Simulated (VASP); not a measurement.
VASP runs on ZnO (space group P6_3mc) share one base input (PBE GGA, plane waves, VASP's PBE PAW potentials (set 64)) and change the settings named in each case.

### INCAR
```
! general
SYSTEM =ZnO
PREC   =Accurate
ENCUT  =400
LREAL  =F
LASPH  =T   ! aspherical one-centre terms

! electronic loop
EDIFF  =1E-6
NELM   =100   ! most electronic steps
ALGO   =Normal
LMAXMIX=4   ! l cut-off of mixed one-centre charges

! smearing
ISMEAR =-1   ! Fermi-Dirac
SIGMA  =0.01   ! width (eV)

! functional
GGA    =PE   ! PBE

! ions
ISIF   =2

! output
LWAVE  =F
LCHARG =F
```

KPOINTS:
```
Automatic
0
Gamma
 6 6 4
0 0 0
```

File POSCAR:
```
ZnO
1.0
  3.2373500000   0.0000000000   0.0000000000
 -1.6186750000   2.8036270000   0.0000000000
  0.0000000000   0.0000000000   5.2220600000
Zn O
2 2
Direct
  0.6666670000   0.3333330000   0.5005900000
  0.3333330000   0.6666670000   0.0005900000
  0.6666670000   0.3333330000   0.8797200000
  0.3333330000   0.6666670000   0.3797200000
```

POTCAR, in this order: Zn O (PBE.64 set). Program: vasp_std.

```tsv
change	E(σ→0) (eV/atom)	pressure (GPa)
base run	-4.4614	2.03
GGA removed, POTCAR Zn O (LDA.64 set)	-5.2902	-10.06
KPOINTS 4×4×2 Γ-centred mesh	-4.4549	2.06
LDAU = .TRUE., LDAUJ = 0 0, LDAUL = 2 -1, LDAUTYPE = 2, LDAUU = 1.0 0	-4.4460	…
```

### Question
What belongs in the gaps?

### Answer

- LDAU = .TRUE., LDAUJ = 0 0, LDAUL = 2 -1, LDAUTYPE = 2, LDAUU = 1.0 0, pressure (GPa): 0.59

Energies of different potentials or functionals have different zeros.  At 400 eV the pressure can carry a Pulay error.

Left out are runs that ran out of time, are held back, or changed the cell or the kind of run, fixed moments of cells without a moment, rows past the twelfth, gaps on odd meshes, pressures of charged cells and columns that move by less than the noise.

The structure comes from a computed database's ZnO entry; how it stands against other phases isn't given here. The cell was not relaxed at this level.
